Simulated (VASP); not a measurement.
Input:

```xyz
4
Lattice="2.2613 1.3056 7.3405 -2.2613 1.3056 7.3405 0.0000 -2.6111 7.3405" Properties=species:S:1:pos:R:3 pbc="T T T"
Mg     0.0000     0.0000    11.0309
Cd     0.0000     0.0000    22.0117
Te     0.0000     0.0000    19.2371
Te     0.0000     0.0000     8.2794
```

Calculation: LDA (Ceperley-Alder, Perdew-Zunger) with spin-orbit coupling, VASP's LDA PAW potentials (set 64) (plane waves; VASP). Settings: 400 eV cut-off, 5×5×5 Γ-centred mesh, Gaussian smearing of 0.050 eV, potentials Mg Cd Te.

Give the energies of bands 17 to 30 at the high-symmetry points, in eV from the valence-band maximum.

```tsv
band	Γ	T	H2	L	S0	F
17	-1.40	-2.50	-3.81	-3.70	-3.79	-4.03
18	-1.40	-2.50	-3.64	-3.70	-3.58	-4.03
19	-0.85	-1.25	-2.91	-2.48	-3.08	-2.18
20	-0.85	-1.25	-2.75	-2.48	-2.73	-2.18
21	-0.84	-0.74	-2.56	-2.15	-2.67	-1.81
22	-0.84	-0.74	-2.53	-2.15	-2.41	-1.81
23	-0.05	-0.71	-1.61	-1.62	-1.71	-1.25
24	-0.05	-0.71	-1.58	-1.62	-1.62	-1.25
25	0.00	-0.19	-1.53	-1.41	-1.52	-0.73
26	0.00	-0.19	-1.52	-1.41	-1.50	-0.73
27	1.03	1.93	2.74	2.79	2.73	1.86
28	1.03	1.93	2.80	2.79	2.76	1.86
29	2.26	2.67	3.33	2.92	3.75	2.17
30	2.26	2.67	3.35	2.92	3.88	2.17
```

The gap is direct, 1.03 eV, from the valence maximum at Γ to the conduction minimum at Γ.

The structure comes from a computed database's MgCdTe2 entry (R3m); how it stands against other phases isn't given here. It was relaxed first, which changed the volume by -6 %.
